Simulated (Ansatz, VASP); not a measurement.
# Cross-check of ScB between VASP and Ansatz

One calculation is typed for both programs; each brings its own data sets. How far apart do they land? The cell is generated by rule, not measured, and may not be a known phase. The cell is taken from a series of runs on this material, whose earlier steps may have relaxed, scaled, displaced or heated it; both programs get it as it stands.

Method: plane waves, with VASP 6.6.1 beside it; relaxation of cell and atoms at PBEsol, in Ansatz 0.2.0.

The structure was built from a prototype and need not be the compound's stable phase.

### Step 1. Starting point

The structure is cubic, space group Pm-3m (No. 221). Conventional cell: a = 2.933 Å, b = 2.933 Å, c = 2.933 Å, α = 90.00°, β = 90.00°, γ = 90.00°. Nearest to Sc lie 8 B at 2.54 Å. B has 8 Sc at 2.54 Å nearest. Farther neighbours are not listed.

Structure file:

```
Sc B
1.0
     2.93285    0.00000    0.00000
     0.00000    2.93285    0.00000
     0.00000    0.00000    2.93285
Sc B
1 1
Direct
  0.50000 0.50000 0.50000
  0.00000 0.00000 0.00000
```

### Step 2. VASP: relaxation of cell and atoms, PBEsol

The relaxed volume is the usual yardstick between codes: in a stiff, nearly cubic crystal its relative difference is about their pressure difference at one cell divided by the bulk modulus.

Lines of VASP's logs that name or quote its potential files are left out, and so is its time.

INCAR

```
SYSTEM = ScB
PREC = Accurate
ENCUT = 500
EDIFF = 1E-07
NELM = 120
ISMEAR = 1
SIGMA = 0.15
LREAL = .FALSE.
ALGO = Normal
GGA = PS
NBANDS = 13
LASPH = .TRUE.
LORBIT = 11
LWAVE = .FALSE.
LCHARG = .FALSE.
ISIF = 3
IBRION = 2
NSW = 80
EDIFFG = -0.005
GGA_COMPAT = .FALSE.
NELMIN = 4
```

POSCAR

```
ScB
1.0
    2.9328510000      0.0000000000      0.0000000000
    0.0000000000      2.9328510000      0.0000000000
    0.0000000000      0.0000000000      2.9328510000
Sc B
1 1
Direct
    0.4999998295      0.4999998295      0.4999998295
    0.9999998295      0.9999998295      0.9999998295
```

KPOINTS

```
Automatic mesh
0
Gamma
16 16 16
0 0 0
```

PAW data sets: Sc_sv and B (PBE family, release 64).

Started as:

```console
$ mpirun -np 1 vasp_std
```

Numbers of over 12 decimals in the logs are rounded to 6 here.

Log:

```text
[banner, memory and clock lines left out]
running    1 mpi-ranks, on    1 nodes
 distrk:  each k-point on    1 cores,    1 groups
 distr:  one band on    1 cores,    1 groups

 POSCAR found type information on POSCAR ScB
 POSCAR found :  2 types and       2 ions
|                                                                             |
|               ----> ADVICE to this user running VASP <----                  |
|                                                                             |
|     You enforced a specific xc type in the INCAR file but a different       |
|     [... a line on the potential file left out ...]
|     I HOPE YOU KNOW WHAT YOU ARE DOING!                                     |
|                                                                             |

 LDA part: xc-table for (Slater+PW92), standard interpolation
 POSCAR, INCAR and KPOINTS ok, starting setup
 FFT: planning ... GRIDC
 FFT: planning ... GRID_SOFT
 FFT: planning ... GRID
 WAVECAR not read
 entering main loop
       N       E                     dE             d eps       ncg     rms          rms(c)
DAV:   1     0.125485670353E+03    0.12549E+03   -0.74428E+03  4314   0.116E+03
DAV:   2    -0.115968576135E+02   -0.13708E+03   -0.13359E+03  4332   0.356E+02
DAV:   3    -0.155792454037E+02   -0.39824E+01   -0.38481E+01  6534   0.734E+01
DAV:   4    -0.156404711678E+02   -0.61226E-01   -0.61007E-01  5146   0.700E+00
DAV:   5    -0.156414152632E+02   -0.94410E-03   -0.94368E-03  5896   0.754E-01    0.107E+01
DAV:   6    -0.137303069044E+02    0.19111E+01   -0.34114E+00  6128   0.280E+01    0.338E+00
DAV:   7    -0.137106173387E+02    0.19690E-01   -0.12007E-01  5249   0.270E+00    0.218E+00
DAV:   8    -0.136945402455E+02    0.16077E-01   -0.32134E-02  5071   0.133E+00    0.508E-01
DAV:   9    -0.136930837310E+02    0.14565E-02   -0.21340E-03  6400   0.447E-01    0.118E-01
DAV:  10    -0.136930591118E+02    0.24619E-04   -0.13277E-04  6620   0.136E-01    0.176E-02
DAV:  11    -0.136930513402E+02    0.77716E-05   -0.33170E-05  6334   0.768E-02    0.895E-03
DAV:  12    -0.136930501378E+02    0.12024E-05   -0.31117E-06  6550   0.162E-02    0.473E-03
DAV:  13    -0.136930500367E+02    0.10105E-06   -0.20963E-07  4975   0.613E-03    0.687E-04
DAV:  14    -0.136930500164E+02    0.20348E-07   -0.23170E-08  2179   0.210E-03
   1 F= -.13693050E+02 E0= -.13693144E+02  d E =-.136931E+02
 curvature:   0.00 expect dE= 0.000E+00 dE for cont linesearch  0.000E+00
 trial: gam= 0.00000 g(F)=  0.000E+00 g(S)=  0.259E-03 ort = 0.000E+00 (trialstep = 0.100E+01)
 search vector abs. value=  0.259E-03
 bond charge predicted
       N       E                     dE             d eps       ncg     rms          rms(c)
DAV:   1    -0.136950887887E+02   -0.20388E-02   -0.53667E-02  4290   0.359E+00    0.371E-01
DAV:   2    -0.136933311587E+02    0.17576E-02   -0.41764E-03  5839   0.119E+00    0.856E-02
DAV:   3    -0.136931630532E+02    0.16811E-03   -0.21869E-04  4999   0.122E-01    0.440E-02
DAV:   4    -0.136931186762E+02    0.44377E-04   -0.14922E-04  6437   0.137E-01    0.221E-02
DAV:   5    -0.136931174442E+02    0.12320E-05   -0.33569E-06  6117   0.191E-02    0.421E-03
DAV:   6    -0.136931170523E+02    0.39193E-06   -0.13144E-06  6463   0.776E-03    0.301E-04
DAV:   7    -0.136931170964E+02   -0.44197E-07   -0.18303E-08  2160   0.111E-03
   2 F= -.13693117E+02 E0= -.13693214E+02  d E =-.670801E-04
 trial-energy change:   -0.000067  1 .order   -0.000067   -0.000259    0.000124
 step:   0.6756(harm=  0.6756)  dis= 0.00000  next Energy=   -13.693137 (dE=-0.874E-04)
 bond charge predicted
       N       E                     dE             d eps       ncg     rms          rms(c)
DAV:   1    -0.136933436435E+02   -0.22659E-03   -0.56256E-03  4290   0.116E+00    0.120E-01
DAV:   2    -0.136931585941E+02    0.18505E-03   -0.43206E-04  5833   0.381E-01    0.279E-02
DAV:   3    -0.136931410922E+02    0.17502E-04   -0.22727E-05  4927   0.398E-02    0.142E-02
DAV:   4    -0.136931369585E+02    0.41337E-05   -0.15441E-05  6442   0.442E-02    0.717E-03
DAV:   5    -0.136931375238E+02   -0.56527E-06   -0.34280E-07  5687   0.611E-03    0.138E-03
DAV:   6    -0.136931374162E+02    0.10759E-06   -0.10059E-07  2658   0.249E-03    0.534E-04
DAV:   7    -0.136931374059E+02    0.10307E-07   -0.25646E-08  2145   0.213E-03
   3 F= -.13693137E+02 E0= -.13693233E+02  d E =-.873895E-04
 curvature:  -0.34 expect dE=-0.111E-09 dE for cont linesearch -0.111E-09
 trial: gam=-0.00113 g(F)=  0.131E-46 g(S)=  0.328E-09 ort = 0.291E-06 (trialstep = 0.935E+00)
 search vector abs. value=  0.100E-09
 reached required accuracy - stopping structural energy minimisation
```

From OUTCAR (step 2):

```text
ion  position               nearest neighbor table
   1  0.500  0.500  0.500-   2 2.54   2 2.54   2 2.54   2 2.54   2 2.54   2 2.54   2 2.54   2 2.54

  LATTYP: Found a simple cubic cell.
 ALAT       =     2.9328510000

 Subroutine GETGRP returns: Found 48 space group operations
 (whereof 48 operations were pure point group operations)

The static configuration has the point symmetry O_h .

 Found    165 irreducible k-points:

   k-points           NKPTS =    165   k-points in BZ     NKDIM =    165   number of bands    NBANDS=     13

   dimension x,y,z NGX =    24 NGY =   24 NGZ =   24
   dimension x,y,z NGXF=    48 NGYF=   48 NGZF=   48

   ENCUT  =  500.0 eV  36.75 Ry    6.06 a.u.   5.35  5.35  5.35*2*pi/ulx,y,z

   NELECT =      14.0000    total number of electrons

 k-points in reciprocal lattice and weights: Automatic mesh
   0.00000000  0.00000000  0.00000000       0.000
   0.06250000  0.00000000  0.00000000       0.001
   0.12500000  0.00000000  0.00000000       0.001
   0.18750000  0.00000000  0.00000000       0.001
   0.25000000  0.00000000  0.00000000       0.001
   0.31250000  0.00000000  0.00000000       0.001
   0.37500000  0.00000000  0.00000000       0.001
   0.43750000  0.00000000  0.00000000       0.001
   0.50000000  0.00000000  0.00000000       0.001
[...]
0.50000000  0.50000000  0.43750000       0.001
   0.50000000  0.50000000  0.50000000       0.000

 average (electrostatic) potential at core
       1 -44.1614       2 -27.0461

 E-fermi :   5.9011

 k-point     1 :       0.0000    0.0000    0.0000
  band No.  band energies     occupation
    ...
      3     -21.2977      2.00000
      4     -21.2977      2.00000
      5      -3.9174      2.00000
      6       5.3427      2.00000
      7       5.3427      2.00000
      8       8.7362     -0.00000
      9       8.7362     -0.00000
     10       8.7362     -0.00000
     11      10.1360      0.00000
     12      10.1360      0.00000
    ...

 k-point     2 :       0.0625    0.0000    0.0000
  band No.  band energies     occupation
    ...
      3     -21.2953      2.00000
      4     -21.2953      2.00000
      5      -3.8455      2.00000
      6       5.2661      2.00000
      7       5.3738      2.00001
      8       8.5084     -0.00000
      9       8.5084     -0.00000
     10       8.7094     -0.00000
     11      10.1451      0.00000
     12      10.3859      0.00000
    ...

 k-point     3 :       0.1250    0.0000    0.0000
  band No.  band energies     occupation
    ...
      3     -21.2884      2.00000
      4     -21.2884      2.00000
      5      -3.6335      2.00000
      6       4.9939      2.00000
      7       5.4642      2.00030
      8       8.0585     -0.00000
      9       8.0585     -0.00000
     10       8.7212     -0.00000
     11      10.1712      0.00000
     12      10.9045      0.00000
    ...

  Total        0.0000673      0.0000673      0.0000673     -0.0000000     -0.0000000     -0.0000000
  in kB        0.0042641      0.0042641      0.0042641     -0.0000000     -0.0000000     -0.0000000
  external PRESSURE =       0.0042641 kB  Pullay stress =       0.0000000 kB

  energy-cutoff  :      500.00
  volume of cell :       25.30
      direct lattice vectors                 reciprocal lattice vectors
     2.935708421  0.000000000  0.000000000     0.340633284 -0.000000000  0.000000000
     0.000000000  2.935708421  0.000000000    -0.000000000  0.340633284  0.000000000
    -0.000000000 -0.000000000  2.935708421    -0.000000000 -0.000000000  0.340633284

 POSITION                                       TOTAL-FORCE (eV/Angst)
 -----------------------------------------------------------------------------------
      1.46785      1.46785      1.46785        -0.000000     -0.000000      0.000000
      2.93571      2.93571      2.93571         0.000000      0.000000      0.000000
 -----------------------------------------------------------------------------------
    total drift:                                0.000548      0.000548      0.000548

  FREE ENERGIE OF THE ION-ELECTRON SYSTEM (eV)
  ---------------------------------------------------
  free  energy   TOTEN  =       -13.6931374059 eV

  energy  without entropy=      -13.6934235744  energy(sigma->0) =      -13.69323280

 reached required accuracy - stopping structural energy minimisation

 total charge
# of ion       s       p       d       tot
------------------------------------------
    1        2.228   6.214   1.251   9.692
    2        0.721   0.923   0.000   1.644
--------------------------------------------------
tot          2.949   7.137   1.251  11.336

[... 3 further parts left out ...]
```

### Step 3. Ansatz: relaxation of cell and atoms, PBEsol

Ansatz runs on its default PAW (the set named soft_2) files.

The same cell, functional, mesh and smearing now go to Ansatz, which takes its cutoff from its data sets.

input.yaml

```yaml
crystal:
  lattice:
    - [2.9328507378, 0.0, 0.0]
    - [0.0, 2.9328507378, 0.0]
    - [0.0, 0.0, 2.9328507378]
  atoms:
    - { symbol: Sc, position: [0.5, 0.5, 0.5] }
    - { symbol: B, position: [0.0, 0.0, 0.0] }
kpoints:
  mp_grid: { grid: [16, 16, 16] }
hamiltonian:
  xc: pbesol
scf:
  occupations: { method: methfessel_paxton, width: 0.15 }
output:
  forces: true
  stress: true
  eigenvalues: true
  write_density: true
  write_potential: true
  elf: true
  volumetric_format: npy
relax:
  adjacent_minimum: "off"
  f_tol: 0.001
  max_steps: 60
  cell: { stress_tol: 0.01 }
```

Started as:

```console
$ ansatz run input.yaml --threads 4 --pin off --max-ram 8192MiB --backend cpu --events-out ev --progress --plain --runs-dir out
```

Log:

```text
Engine: ansatz 0.2.0, x86_64-unknown-linux-gnu
Pseudopotentials: kind: paw
Pseudopotential: Sc, paw, valence charge 11, recommended cutoff 420 eV (normal), Sc.paw.azcp
Pseudopotential: B, paw, valence charge 3, recommended cutoff 420 eV (normal), B.paw.azcp
Functional definition: PBEsol
  exchange = pbesol_x
  correlation = pbesol_c
Crystal: 2 atoms, lattice volume = 25.227 Å³
Basis set: ecut = 420 eV, 485 PW (Γ), exchange–correlation on 40×40×40 points (8 copies of the dense FFT grid, shifted against one another)
Bands: 11, of which v1, the nominal top of the filled ones, is band 7 counted from 1 (6 counted from 0)
Symmetry: 48 space group operations
Space group: Pm-3m (ITA 221), of the structure as read, at distance tolerance 2.9e-5 Å
k-points: 165 of 4096
Non-local potential: Sc, projectors of the file, l = 0: 3, l = 1: 2, l = 2: 3, l = 3: 1
Non-local potential: B, projectors of the file, l = 0: 2, l = 1: 2, l = 2: 1
PAW form: soft (Blöchl's): semilocal exchange-correlation on the pseudo side does not see the compensation charge
PAW frozen core: Sc, regenerated for the run's functional, and the local potential with it (the file was generated under x = pbe(κ = 0.804, μ = 0.219515), c = pbe(β = 0.066725))
PAW frozen core: B, regenerated for the run's functional, and the local potential with it (the file was generated under x = pbe(κ = 0.804, μ = 0.219515), c = pbe(β = 0.066725))
PAW one-centre angular grid: Sc, 590 points (default); XC on 64 Gauss nodes
PAW one-centre angular grid: B, 110 points (default); XC on 64 Gauss nodes
Initial density: superposition of atomic densities (neutral atoms: chi_scale 0, normalization atom), corrected by the library's trained network
Initial wavefunctions: pseudopotential atomic-orbital guess
Functional: x = pbesol(κ = 0.804, μ = 0.123457), c = pbesol(β = 0.046)
SCF iter   1: F=—  HF=-2264.119206 eV  |F-HF|=—  |Δ(HF+E_count)|=         —  Δρ=1.24e-2  dr2=7.08e-2  ethr=1.77e-3  ⟨swp⟩=3.9  Hψ=8883  notcnv=0
preconditioner: auto → none  [metal: Δε(μ)=0.052 eV  Ē_g=6.303 eV  σ=0.150 eV  W_gap=0.28  n_scr=6 (ndim 8)  ℏωp=18.1 eV  f_vac=0.000  D(μ)=0.32/eV (n_scr^D=0)  sad-step TF]
SCF iter   2: F=—  HF=-2264.109298 eV  |F-HF|=—  |Δ(HF+E_count)|=   9.91e-3  S|Δr|=    0.00e0  Δρ=8.13e-3  dr2=3.15e-2  ethr=5.05e-4  ⟨swp⟩=1.0  Hψ=3135  notcnv=0
SCF iter   3: F=—  HF=-2264.101476 eV  |F-HF|=—  |Δ(HF+E_count)|=   7.82e-3  S|Δr|=    0.00e0  Δρ=6.23e-4  dr2=3.31e-5  ethr=2.25e-4  ⟨swp⟩=2.0  Hψ=2462  notcnv=0
SCF iter   4: F=—  HF=-2264.101428 eV  |F-HF|=—  |Δ(HF+E_count)|=   4.85e-5  S|Δr|=    0.00e0  Δρ=1.07e-4  dr2=1.61e-6  ethr=2.36e-7  ⟨swp⟩=2.0  Hψ=2934  notcnv=0
SCF iter   5: F=-2264.101427 eV  HF=-2264.101427 eV  |F-HF|=7.42e-9  |Δ(HF+E_count)|=   3.51e-7  S|Δr|=    0.00e0  Δρ=1.10e-5  dr2=2.02e-8  ethr=7.14e-10  ⟨swp⟩=8.1  Hψ=11278  notcnv=0
SCF 1 converged in 5 iterations: F = -2264.101427 eV  dr2 = 2.02e-8
  greatest PAW one-centre occupation: 0.998 electrons in one spin orbital (limit 2), on the Sc atom at site 0 (counted from 0), in its partial waves of l = 0
relax step   1: F+E_penalty+E_count = -2264.10142722 eV  Δ(F+E_penalty+E_count) = +0.000e0 eV  max|allowed force component| = 4.799e-30 eV/Å  Δτ_max = 0.0000 Å  P = +0.020 GPa  Ω = 25.227 Å³  (5 SCF iters, dr2 threshold 1.00e-7 eV, accepted)
[...]
relax step   2: F+E_penalty+E_count = -2264.10142428 eV  Δ(F+E_penalty+E_count) = +2.938e-6 eV  max|allowed force component| = 2.112e-30 eV/Å  Δτ_max = 0.0000 Å  P = -0.008 GPa  Ω = 25.233 Å³  energy of the carried Pulay correction = -3.163e-6 eV  (3 SCF iters, dr2 threshold 1.03e-9 eV, accepted)
[...]
relax step   3: F+E_penalty+E_count = -2264.10143367 eV  Δ(F+E_penalty+E_count) = -9.392e-6 eV  max|allowed force component| = 4.758e-30 eV/Å  Δτ_max = 0.0000 Å  P = -0.008 GPa  Ω = 25.233 Å³  stress off target by 7.61e-3 GPa  SCF on the basis re-selected at this cell (its energy is not comparable with the rows above)  (4 SCF iters)
basis re-selected at this cell: Δ(F+E_penalty+E_count) = -9.392e-6 eV, ΔP = +0.000 GPa vs the last step (what re-selecting the basis moved, of the pressure what is left beyond the Pulay correction that the steps carried, after the strain that the cell walked since its last selection, with what the two solves' SCF thresholds leave and, on support functions, any second-order correction that the steps lacked; it is no m [...]
SCF converged after 4 iterations
Stability not checked: this state was not tested for a lower state beside it, because cold or Methfessel-Paxton smearing, or corrected tetrahedra, fill the levels in a way that the test cannot read (fill_not_monotonic; see scf.lower_state_search)
Free energy (F): -2264.101434 eV
Harris-Foulkes:  -2264.101434 eV  (|F-HF|=4.55e-13)
Internal energy: -2264.101719 eV  (E = F + TS)
E sigma→0 (E₀):  -2264.101505 eV
Entropy (-TS):   0.000286 eV (0.143 meV/atom)
Fermi energy:    12.273412 eV
--- Per-component energies (eV) ---
  E_band       = -112.650274
  E_kinetic    = 308.366300
  E_local      = -749.139250  (includes V_loc(G=0)·N_el)
  E_nonlocal   = 96.165937
  E_hartree    = 259.069833
  E_xc         = -135.817805
  E_vxc        = -167.396541  (∫ρ·V_xc dr)
  E_paw        = -1007.550665  (= ΣΔE_a)
  E_vpaw       = -118.786395  (= ΣTr[D̂ρ^β])
  E_aug_tail   = 0.000007  (compensation charges beyond the density's cutoff)
  E_ewald      = -1035.339811
  E_core_change = 0.143736  (= ΣΔE_core)
  E_smearing   = 0.000286  (= −TS)
  E_closure    = 0.000000  (closes the sum)
  Σ components = -2264.101434   (vs F -2264.101434, Δ=0.00e0)
--- Forces (eV/Å), atoms counted from 1 ---
  atom   1  Sc     0.00000000    -0.00000000     0.00000000
  atom   2  B      0.00000000     0.00000000     0.00000000
  max |Σ_I F_I| component: 9.42e-30 eV/Å
--- Stress (GPa, compression-positive) ---
       -0.007615      -0.000000       0.000000
       -0.000000      -0.007615       0.000000
        0.000000       0.000000      -0.007615
  P = ⅓ Tr σ = -0.0076 GPa (-0.076 kbar)
--- Band table (eV; the first three rows and the last of 165) ---
  k-point 0: bands = [... 3 lower, -14.9183, 2.4610, 11.7178, 11.7178, 15.1032, 15.1032, 15.1032, 16.5254]
  k-point 1: bands = [... 3 lower, -14.9158, 2.5326, 11.6410, 11.7489, 14.8782, 14.8782, 15.0770, 16.5346]
  k-point 2: bands = [... 3 lower, -14.9088, 2.7438, 11.3683, 11.8394, 14.4311, 14.4311, 15.0900, 16.5608]
  k-point 164: bands = [... 3 lower, -15.3575, 8.4370, 8.4370, 8.4370, 9.9524, 17.8855, 17.8855, 19.5302]
--- Relaxed structure (2 steps of the walk, 2 accepted, 1 SCFs on fresh bases) ---
  F+E_penalty+E_count = -2264.10143367 eV   max|allowed force component| = 4.758e-30 eV/Å   (the final SCF, on the basis selected at the relaxed cell)
  cell:  # Å, volume = 25.2327 Å³
    - [2.933062, 0, 0.0]
    - [0, 2.933062, 0]
    - [0.0, 0, 2.933062]
  atoms:
    - { symbol: Sc, position: [0.5, 0.5, 0.5] }
    - { symbol: B, position: [0, 0, 0] }
```

Reading the cycles: dr2 is the Hartree energy of the density residual (eV), the measure of convergence; HF is the Harris–Foulkes estimate of the energy, which meets the free energy F at convergence.

### Step 4. Comparison

Known differences besides the potentials themselves: the cutoff is 420 eV in Ansatz and 500 eV in VASP; Ansatz makes its cores anew for this functional, VASP keeps those of its PBE data sets; Ansatz adds a Pulay correction to the stress that steers its cell, VASP none. Total energies have different zeros and are not compared.

Both answers:

```tsv
quantity	Ansatz	VASP	difference
volume (Å³)	25.23	25.30	-0.27 %
edge a after relaxation, in the typed setting (Å)	2.933	2.936	-0.09 %
```

### Step 5. Outcome

```yaml
difference_in_volume_relaxation_of_cell_and_atoms_pbesol: -0.27 %
```

The difference in volume is -0.27 % (relaxation of cell and atoms, PBEsol), within the 1.2 % picked in this series as the mark of a large difference, as far as the stopping tolerances let one tell. Such differences can come from data sets, numerical settings and the points named under the comparisons, not from the functional's error against experiment.

[Lines on the potential files, build, host, timing and source positions are cut from VASP's logs without a mark.]

[Logs are printed without paths, hosts, clocks, repeated set-up lines and the standing remarks that a program may print on its own settings, such as how far it seeks lower states.]

[Hosts, paths, dates, database ids (printed as entryN), source tags and the programs' standing remarks are cut or masked in the printed files.]
